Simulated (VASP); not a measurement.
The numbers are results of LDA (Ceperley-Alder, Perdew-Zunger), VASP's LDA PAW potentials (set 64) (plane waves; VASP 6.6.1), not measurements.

VASP ran on this input.

POSCAR:
```
SrCl2
1
    0.0000000000     3.3020474872     3.3020474872
    3.3020474872    -0.0000000000     3.3020474872
    3.3020474872     3.3020474872    -0.0000000000
Sr Cl
1 2
Direct
  0.0000000000   0.0000000000   0.0000000000
  0.2500000000   0.2500000000   0.2500000000
  0.7500000000   0.7500000000   0.7500000000
```

INCAR:
```
! general
SYSTEM  = SrCl2
PREC    = Accurate
ENCUT   = 500
LREAL   = .FALSE.
LASPH   = .TRUE.

! electronic loop
EDIFF   = 1E-6
NELM    = 100
ALGO    = Normal
LMAXMIX = 4

! smearing
ISMEAR  = 0
SIGMA   = 0.05

! ions
IBRION  = 2
NSW     = 40
ISIF    = 3
EDIFFG  = -0.02
PSTRESS = 50

! output
LWAVE   = .FALSE.
LCHARG  = .FALSE.
```

### KPOINTS
```
Automatic mesh
0
gamma
6 6 6
0 0 0
```

POTCAR, in this order: Sr_sv Cl (LDA.64 set). Program: vasp_std.

Output of the run:

### OUTCAR
```
 ion  position               nearest neighbor table
   1  0.000  0.000  0.000-   2 2.86   3 2.86   3 2.86   3 2.86   3 2.86   2 2.86   2 2.86   2 2.86
  LATTYP: Found a face centered cubic cell.
 ALAT       =     6.6040949744
 Subroutine PRICEL returns:
 Original cell was already a primitive cell.
 Subroutine GETGRP returns: Found 48 space group operations
The static configuration has the point symmetry O_h .
The dynamic configuration has the point symmetry O_h .
 Subroutine INISYM returns: Found 48 space group operations
 Subroutine IBZKPT returns following result:
 Found     16 irreducible k-points:

 Following reciprocal coordinates:
            Coordinates               Weight
  0.000000  0.000000  0.000000      1.000000
  0.166667  0.000000  0.000000      8.000000
  0.333333  0.000000  0.000000      8.000000
  0.500000  0.000000  0.000000      4.000000
  0.166667  0.166667  0.000000      6.000000
  0.333333  0.166667  0.000000     24.000000
  0.500000  0.166667  0.000000     24.000000
 -0.333333  0.166667  0.000000     24.000000
 -0.166667  0.166667  0.000000     12.000000
  0.333333  0.333333  0.000000      6.000000
  0.500000  0.333333  0.000000     24.000000
 -0.333333  0.333333  0.000000     12.000000
  0.500000  0.500000  0.000000      3.000000
  0.500000  0.333333  0.166667     24.000000
 -0.333333  0.333333  0.166667     24.000000
 -0.333333  0.500000  0.166667     12.000000
   k-points           NKPTS =     16   k-points in BZ     NKDIM =     16   number of bands    NBANDS=     16
   number of dos      NEDOS =    301   number of ions     NIONS =      3
   total plane-waves  NPLWV =  46656
   dimension x,y,z NGX =    36 NGY =   36 NGZ =   36
   dimension x,y,z NGXF=    72 NGYF=   72 NGZF=   72
   ions per type =               1   2
   PREC   = accura    normal or accurate (medium, high low for compatibility)
   ISTART =      0    job   : 0-new  1-cont  2-samecut
   ICHARG =      2    charge: 1-file 2-atom 10-const
   ISPIN  =      1    spin polarized calculation?
   LNONCOLLINEAR =      F non collinear calculations
   LSORBIT =      F    spin-orbit coupling
   INIWAV =      1    electr: 0-lowe 1-rand  2-diag
   ENCUT  =  500.0 eV  36.75 Ry    6.06 a.u.   8.51  8.51  8.51*2*pi/ulx,y,z
   NELM   =    100;   NELMIN=  2; NELMDL= -5     # of ELM steps
   EDIFF  = 0.1E-05   stopping-criterion for ELM
   LREAL  =      F    real-space projection
   NLSPLINE    = F    spline interpolate recip. space projectors
   LMAXMIX     =    4 max onsite mixed and CHGCAR
   VOSKOWN=      0    Vosko Wilk Nusair interpolation
   EDIFFG = -.2E-01   stopping-criterion for IOM
   NSW    =     40    number of steps for IOM
   NBLOCK =      1;   KBLOCK =     40    inner block; outer block
   IBRION =      2    ionic relax: 0-MD 1-quasi-New 2-CG
   NFREE  =      1    steps in history (QN), initial steepest desc. (CG)
   ISIF   =      3    stress and relaxation
   ISYM   =      2    0-nonsym 1-usesym 2-fastsym
   TEIN   =    0.0    initial temperature
   TEBEG  =    0.0;   TEEND  =   0.0 temperature during run
   SMASS  =  -3.00    Nose mass-parameter (am)
   PSTRESS=   50.0 pullay stress
   NELECT =      24.0000    total number of electrons
   EFERMI =   0.00;   METHOD = LEGACY
   ISMEAR =     0;   SIGMA  =   0.05  broadening in eV -4-tet -1-fermi 0-gaus
   IALGO  =     38    algorithm
   LDIAG  =      T    sub-space diagonalisation (order eigenvalues)
   IMIX   =      4    mixing-type and parameters
     AMIX     =   0.40;   BMIX     =  1.00
     AMIX_MAG =   1.60;   BMIX_MAG =  1.00
     AMIN     =   0.10
   GGA     = CA    functional components
   VOSKOWN =     0    Vosko Wilk Nusair interpolation
   LHFCALC =     F    Hartree Fock is set to
   LHFONE  =     F    Hartree Fock one center treatment
...
```

File OSZICAR:
```
       N       E                     dE             d eps       ncg     rms          rms(c)
DAV:   1     0.145576199544E+03    0.14558E+03   -0.11962E+04   512   0.134E+03
DAV:   2    -0.645749997949E+01   -0.15203E+03   -0.14896E+03   672   0.260E+02
DAV:   3    -0.140179814702E+02   -0.75605E+01   -0.75533E+01   744   0.605E+01
DAV:   4    -0.142821507910E+02   -0.26417E+00   -0.26412E+00   880   0.905E+00
DAV:   5    -0.142855482095E+02   -0.33974E-02   -0.33974E-02   760   0.870E-01    0.205E+01
DAV:   6    -0.140178617741E+02    0.26769E+00   -0.57693E-01   648   0.443E+00    0.129E+01
DAV:   7    -0.139837424290E+02    0.34119E-01   -0.37140E-01   664   0.392E+00    0.122E+00
DAV:   8    -0.139757669263E+02    0.79755E-02   -0.64218E-02   656   0.150E+00    0.348E-01
DAV:   9    -0.139760953734E+02   -0.32845E-03   -0.17402E-03   696   0.311E-01    0.155E-01
DAV:  10    -0.139762312089E+02   -0.13584E-03   -0.15000E-04   768   0.821E-02    0.344E-02
DAV:  11    -0.139762520897E+02   -0.20881E-04   -0.18884E-05   696   0.303E-02    0.122E-02
DAV:  12    -0.139762530718E+02   -0.98212E-06   -0.44343E-06   656   0.127E-02
   1 F= -.11729065E+02 E0= -.11729065E+02  d E =-.117291E+02
```

File OUTCAR:
```
------------------------ aborting loop because EDIFF is reached ----------------------------------------
  FORCE on cell =-STRESS in cart. coord.  units (eV):
  Direction    XX          YY          ZZ          XY          YZ          ZX
  --------------------------------------------------------------------------------------
  Total        2.2317843      2.2317843      2.2317843      0.0000000     -0.0000000      0.0000000
  in kB       49.6572716     49.6572716     49.6572716      0.0000000     -0.0000000      0.0000000
  external PRESSURE =      -0.3427284 kB  Pullay stress =      50.0000000 kB
  volume of cell :       72.01
      direct lattice vectors                 reciprocal lattice vectors
     0.000000000  3.302047487  3.302047487    -0.151421202  0.151421202  0.151421202
     3.302047487  0.000000000  3.302047487     0.151421202 -0.151421202  0.151421202
     3.302047487  3.302047487  0.000000000     0.151421202  0.151421202 -0.151421202
 POSITION                                       TOTAL-FORCE (eV/Angst)
 -----------------------------------------------------------------------------------
      0.00000      0.00000      0.00000        -0.000000     -0.000000     -0.000000
      1.65102      1.65102      1.65102         0.000000      0.000000      0.000000
      4.95307      4.95307      4.95307        -0.000000     -0.000000     -0.000000
 -----------------------------------------------------------------------------------
    total drift:                                0.000000      0.000000      0.000000
  FREE ENERGIE OF THE ION-ELECTRON SYSTEM (eV)
  ---------------------------------------------------
  free  energy   TOTEN  =       -13.9762530718 eV

  energy  without entropy=      -13.9762530718  energy(sigma->0) =      -13.97625307
  enthalpy is  TOTEN    =       -11.7290653077 eV   P V=        2.2471877641

 reached required accuracy - stopping structural energy minimisation
```
(Selected blocks of OUTCAR.)

The compound is SrCl2 in the fluorite structure. It was relaxed first under an external pressure of 5 GPa.
